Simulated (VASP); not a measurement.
VASP input:

### INCAR
```
ALGO = Normal
EDIFF = 1E-7
ENCUT = 520
GGA = 91
ISIF = 2
ISMEAR = 1
LASPH = .TRUE.
LCHARG = .FALSE.
LMAXMIX = 4
LREAL = .FALSE.
LWAVE = .FALSE.
NELM = 100
PREC = Accurate
SIGMA = 0.1
SYSTEM = VN
```

File POSCAR:
```
VN
1
    0.0000000000     2.1012023466     2.1012023466
    2.1012023466     0.0000000000     2.1012023466
    2.1012023466     2.1012023466     0.0000000000
V N
1 1
Direct
  0.0000000000   0.0000000000   0.0000000000
  0.5000000000   0.5000000000   0.5000000000
```

### KPOINTS
```
Regular mesh
0
Gamma
 15 15 15
0 0 0
```

POTCAR, in this order: V_sv N (PBE.64 set). Program: vasp_std.

### Question
Write an equivalent input for Quantum ESPRESSO's pw.x.

### Answer
One equivalent input (not run):
```
&CONTROL
  calculation = 'scf'
  pseudo_dir = './pseudo'
  outdir = './out'
  tprnfor = .true.
  tstress = .true.
/
&SYSTEM
  ibrav = 0
  nat = 2
  ntyp = 2
  ecutwfc = 84
  occupations = 'smearing'
  smearing = 'methfessel-paxton'
  degauss = 0.00735
  input_dft = 'pw91'
/
&ELECTRONS
  conv_thr = 7.3e-09
  electron_maxstep = 100
/
ATOMIC_SPECIES
  V 50.941 V.upf
  N 14.007 N.upf
CELL_PARAMETERS angstrom
     0.0000000    2.1012023    2.1012023
     2.1012023    0.0000000    2.1012023
     2.1012023    2.1012023    0.0000000
ATOMIC_POSITIONS crystal
  V    0.0000000  0.0000000  0.0000000
  N    0.5000000  0.5000000  0.5000000
K_POINTS automatic
  15 15 15 0 0 0
```
What does not carry over: the potentials are each code's own (VASP's PAW set, PseudoDojo norm-conserving files in pw.x), so ENCUT and ecutwfc are chosen apart and not converted; conv_thr bounds pw.x's estimated SCF error, while EDIFF bounds the energy change between steps.

The compound is VN in the rock salt structure, which distorts at low temperature. This cell is one point of a volume scan, at 1.06 of the reference volume.
